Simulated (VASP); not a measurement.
OSZICAR of a VASP run on Rh (fcc):

File OSZICAR:
```
       N       E                     dE             d eps       ncg     rms          rms(c)
DAV:   1     0.115345322595E+03    0.11535E+03   -0.94730E+03  2656   0.144E+03
DAV:   2    -0.550105848770E+01   -0.12085E+03   -0.11635E+03  2718   0.387E+02
DAV:   3    -0.705722757175E+01   -0.15562E+01   -0.15494E+01  3024   0.498E+01
DAV:   4    -0.706687073821E+01   -0.96432E-02   -0.96423E-02  2901   0.402E+00
DAV:   5    -0.706702918682E+01   -0.15845E-03   -0.15845E-03  3008   0.492E-01    0.883E+00
DAV:   6    -0.663064666574E+01    0.43638E+00   -0.10544E+00  2757   0.154E+01    0.316E+00
DAV:   7    -0.661821812986E+01    0.12429E-01   -0.17476E-02  2910   0.171E+00    0.159E+00
DAV:   8    -0.661560957311E+01    0.26086E-02   -0.28571E-03  2751   0.842E-01    0.149E-01
DAV:   9    -0.661553279558E+01    0.76778E-04   -0.56049E-05  3018   0.120E-01    0.159E-02
DAV:  10    -0.661553760227E+01   -0.48067E-05   -0.55067E-06  2811   0.353E-02    0.291E-03
DAV:  11    -0.661553759155E+01    0.10724E-07   -0.21497E-07  1584   0.668E-03
   1 F= -.66155376E+01 E0= -.66155264E+01  d E =-.661554E+01
```

Which electronic solver shows in the log?

It is blocked Davidson (ALGO = Normal, or the opening steps of other solvers). The INCAR had ALGO = Normal.

Can the final energy be trusted as converged?

The run converged. It stopped with EDIFF = 1E-6, NELM = 100, NSW = 60 and EDIFFG = -0.01 after 1 ionic step (RPBE GGA, plane waves, VASP's PBE PAW potentials (set 64)).

The compound is Rh in the fcc structure. It was relaxed first. The start is the result of an earlier pass.
